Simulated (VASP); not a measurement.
A convergence study with VASP on BaTiO3 (cubic perovskite): one setting is varied, all else stays as given below, so the limit is that of these other settings. The cell's lengths are 1 % over those of the tabulated start and one atom is moved, so it is off equilibrium.

```yaml
crystal:
  lattice:
    - [4.04000, 0.00000, 0.00000]
    - [0.00000, 4.04000, 0.00000]
    - [0.00000, 0.00000, 4.04000]
  atoms:
    - { symbol: Ba, position: [0.00000, 0.00000, 0.00000] }
    - { symbol: Ti, position: [0.50000, 0.50000, 0.50000] }
    - { symbol: O, position: [0.50000, 0.00000, 0.50000] }
    - { symbol: O, position: [0.00000, 0.50000, 0.50000] }
    - { symbol: O, position: [0.51500, 0.50000, 0.00000] }
```

Calculation: LDA (Ceperley-Alder, Perdew-Zunger), VASP's LDA PAW potentials (set 64) (plane waves; VASP). The tightest run used: 1000 eV cut-off, 6×6×6 Γ-centred mesh, Gaussian smearing of 0.050 eV, potentials Ba_sv Ti_sv O.

Unless said otherwise, spin-orbit coupling is left out, though it shifts the bands of the heavy elements here. Gaps are read on the run's mesh, which can miss a band edge.

The settings run are ENCUT = 250; ENCUT = 300; ENCUT = 350; ENCUT = 400; ENCUT = 450; ENCUT = 500; ENCUT = 550; ENCUT = 600; ENCUT = 650; ENCUT = 700; ENCUT = 750; ENCUT = 800; ENCUT = 850; ENCUT = 1000. From which on does the energy per atom stay within 0.01 eV/atom of the tightest run?

From ENCUT = 400 on: it is off by 0.0063 there and by no more than 0.01 in any finer run, while ENCUT = 350 is off by 0.0222.
```
setting       E (eV/atom)  pressure (GPa)  largest force (eV/Å)  gap on the mesh (eV)  plane waves  difference judged (eV/atom)
------------  -----------  --------------  --------------------  --------------------  -----------  ---------------------------
ENCUT = 250       -8.9912          -85.86                 0.333                 1.710          624                       0.1882
ENCUT = 300       -8.8796          -45.46                 0.286                 1.527          804                       0.0766
ENCUT = 350       -8.8252          -24.75                 0.323                 1.606         1000                       0.0222
ENCUT = 400       -8.8093          -15.66                 0.315                 1.607         1222                       0.0063
ENCUT = 450       -8.8011          -12.18                 0.311                 1.602         1472                       0.0020
ENCUT = 500       -8.7990          -11.18                 0.312                 1.601         1743                       0.0040
ENCUT = 550       -8.7991          -11.14                 0.312                 1.601         1956                       0.0039
ENCUT = 600       -8.8001          -11.26                 0.312                 1.602         2272                       0.0029
ENCUT = 650       -8.8012          -11.33                 0.312                 1.602         2517                       0.0018
ENCUT = 700       -8.8021          -11.29                 0.312                 1.602         2800                       0.0009
ENCUT = 750       -8.8026          -11.20                 0.312                 1.603         3112                       0.0004
ENCUT = 800       -8.8030          -11.10                 0.312                 1.603         3448                       0.0001
ENCUT = 850       -8.8030          -11.03                 0.312                 1.602         3755                       0.0000
ENCUT = 1000      -8.8030          -11.01                 0.312                 1.603         4780                       0.0000
```

Left out are rungs that failed or repeat a setting and relaxations that didn't move; long series are thinned to 24 rows.

The compound is BaTiO3 in the cubic perovskite structure, the ideal cubic form; the compound distorts at low or room temperature. The cell was not relaxed at this level, it is distorted from the ideal structure.
